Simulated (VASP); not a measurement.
An input for Ansatz (written as the equivalent of a VASP run, and not itself run):

Ansatz 0.2 input:
```yaml
crystal:
  lattice:
    - [0.0000000, 2.1776438, 2.1776438]
    - [2.1776438, 0.0000000, 2.1776438]
    - [2.1776438, 2.1776438, 0.0000000]
  atoms:
    - { symbol: Nb, position: [0.0000000, 0.0000000, 0.0000000] }
    - { symbol: N, position: [0.5000000, 0.5000000, 0.5000000] }
kpoints:
  mp_grid: { grid: [14, 14, 14] }
hamiltonian:
  xc: lda
  pseudopotentials: { kind: paw }
scf:
  occupations: { method: methfessel_paxton, width: 0.1 }
  max_iter: 100
relax:
  max_steps: 40
  f_tol: 0.02
  cell: { p_target: 5 }
output: { forces: true, stress: true, eigenvalues: true }
```

Q: Translate this input to VASP (INCAR, KPOINTS, POSCAR, choice of POTCAR).

A: One answer among several that fit: 
**POSCAR**
```
NbN
1
    0.0000000000     2.1776438423     2.1776438423
    2.1776438423     0.0000000000     2.1776438423
    2.1776438423     2.1776438423     0.0000000000
Nb N
1 1
Direct
  0.0000000000   0.0000000000   0.0000000000
  0.5000000000   0.5000000000   0.5000000000
```

**KPOINTS**
```
Automatic mesh
0
gamma
 14 14 14
```

**INCAR**
```
# general
SYSTEM =NbN
PREC   =Accurate
ENCUT  =620
LREAL  =.False.
LASPH  =.True.

# electronic loop
EDIFF  =1E-6
NELM   =100
ALGO   =Normal
LMAXMIX=4

# smearing
ISMEAR =1
SIGMA  =0.1

# ions
IBRION =2
NSW    =40
ISIF   =3
EDIFFG =-0.02
PSTRESS=50

# output
LWAVE  =.False.
LCHARG =.False.
```

POTCAR, in this order: Nb_sv N (LDA.64 set). Program: vasp_std.

The two are equivalent in intent, not identical: each code has its own PAW files, so the cut-off isn't converted (ENCUT is set for VASP's; basis.ecutwfc is left out, and Ansatz then takes the one that its files recommend); Ansatz stops its SCF on the density residual and VASP on the energy change (EDIFF); Ansatz's lda is the Perdew-Wang form, while the LDA potentials of VASP carry Perdew-Zunger's.

The compound is NbN in the rock salt structure, the cubic δ form, which competes with hexagonal ones. This run relaxes it under an external pressure of 5 GPa. Symmetry was kept, so distortions that lower it aren't found.
